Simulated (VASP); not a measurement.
LaAg:

```
CELL_PARAMETERS angstrom
3.85771 0.00000 0.00000
0.00000 3.85771 0.00000
0.00000 0.00000 3.85771
ATOMIC_POSITIONS crystal
La 0.50000 0.50000 0.50000
Ag 0.00000 0.00000 0.00000
```

The cell isn't the ideal one: cell and atoms relaxed from 1.08 times the given volume.

- Program: VASP 6.6.1
- Task: relaxation of cell and atoms
- Functional: LDA
- Potentials or basis: VASP PAW LDA potentials, release 64 (La, Ag)
- Cutoff: 600 eV
- k mesh: 9 × 9 × 9
- Occupations: fermi-dirac, width 0.05 eV
- Spin: no spin polarisation

At the start: pressure -6.0 GPa; volume 28.70 Å³/atom.

**Question.** Where does the relaxation end?

**Answer.** Over 18 steps the energy falls by 66.4 meV/atom and the volume is 25.50 Å³/atom (-11.2 %); space group Pm-3m (No. 221, to 0.05 Å).

Step by step:
```csv
step,energy change (eV),largest force (eV/Å),pressure (GPa),volume (Å³)
1,0.0000,0.0000,-5.99,57.41
2,-0.1147,0.0000,2.92,48.95
3,-0.1327,0.0000,0.03,51.00
4,-0.1327,0.0000,-0.11,51.12
5,-0.1327,0.0000,-0.16,51.12
6,-0.1327,0.0000,-0.14,51.11
7,-0.1327,0.0000,-0.13,51.11
8,-0.1327,0.0000,-0.13,51.11
9,-0.1327,0.0000,-0.13,51.11
10,-0.1327,0.0000,-0.13,51.11
11,-0.1327,0.0000,-0.14,51.11
12,-0.1327,0.0000,-0.06,51.11
13,-0.1327,0.0000,-0.12,51.10
14,-0.1327,0.0000,-0.12,51.10
15,-0.1327,0.0000,-0.09,51.08
16,-0.1327,0.0000,-0.08,51.04
17,-0.1327,0.0000,0.06,50.97
18,-0.1327,0.0000,0.02,51.00
```

Final structure:
```
La Ag
1.0
     3.70845    0.00000    0.00000
     0.00000    3.70845    0.00000
     0.00000    0.00000    3.70845
La Ag
1 1
Direct
  0.50000 0.50000 0.50000
  0.00000 0.00000 0.00000
```
